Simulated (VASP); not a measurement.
An input for Quantum ESPRESSO's pw.x (written as the equivalent of a VASP run, and not itself run):

```
&CONTROL
  calculation = 'vc-relax'
  pseudo_dir = './pseudo'
  outdir = './out'
  tprnfor = .true.
  tstress = .true.
  nstep = 60
  forc_conv_thr = 0.00039
/
&SYSTEM
  ibrav = 0
  nat = 2
  ntyp = 2
  ecutwfc = 72
  occupations = 'smearing'
  smearing = 'methfessel-paxton'
  degauss = 0.00735
  input_dft = 'pz'
/
&ELECTRONS
  conv_thr = 7.3e-08
  electron_maxstep = 100
/
&IONS
/
&CELL
/
ATOMIC_SPECIES
  Y 88.906 Y.upf
  Ir 192.217 Ir.upf
CELL_PARAMETERS angstrom
     3.4163300    0.0000000    0.0000000
     0.0000000    3.4163300    0.0000000
     0.0000000    0.0000000    3.4163300
ATOMIC_POSITIONS crystal
  Y    0.5000000  0.5000000  0.5000000
  Ir   0.0000000  0.0000000  0.0000000
K_POINTS automatic
  10 10 10 0 0 0
```

Q: Write the VASP files for the same calculation (LDA).

A: One answer among several that fit: 
### POSCAR
```
YIr
1
    3.4163300000     0.0000000000     0.0000000000
    0.0000000000     3.4163300000     0.0000000000
    0.0000000000     0.0000000000     3.4163300000
Y Ir
1 1
Direct
  0.5000000000   0.5000000000   0.5000000000
  0.0000000000   0.0000000000   0.0000000000
```

### INCAR
```
SYSTEM = YIr
PREC = Accurate
ENCUT = 400
EDIFF = 1E-6
NELM = 100
ALGO = Normal
LREAL = .FALSE.
LASPH = .TRUE.
ISMEAR = 1
SIGMA = 0.1
LMAXMIX = 6
LWAVE = .FALSE.
LCHARG = .FALSE.
IBRION = 2
ISIF = 3
NSW = 60
EDIFFG = -0.01
```

KPOINTS:
```
K-points
0
Gamma
  10 10 10
```

POTCAR, in this order: Y_sv Ir (LDA.64 set). Program: vasp_std.

What does not carry over: the potentials are each code's own (VASP's PAW set, PseudoDojo norm-conserving files in pw.x), so ENCUT and ecutwfc are chosen apart and not converted; conv_thr bounds pw.x's estimated SCF error, while EDIFF bounds the energy change between steps; forc_conv_thr acts on force components and is met together with etot_conv_thr.

The structure comes from a computed database's YIr entry (Pm-3m); how it stands against other phases isn't given here. This run relaxes it. Symmetry was kept, so distortions that lower it aren't found.
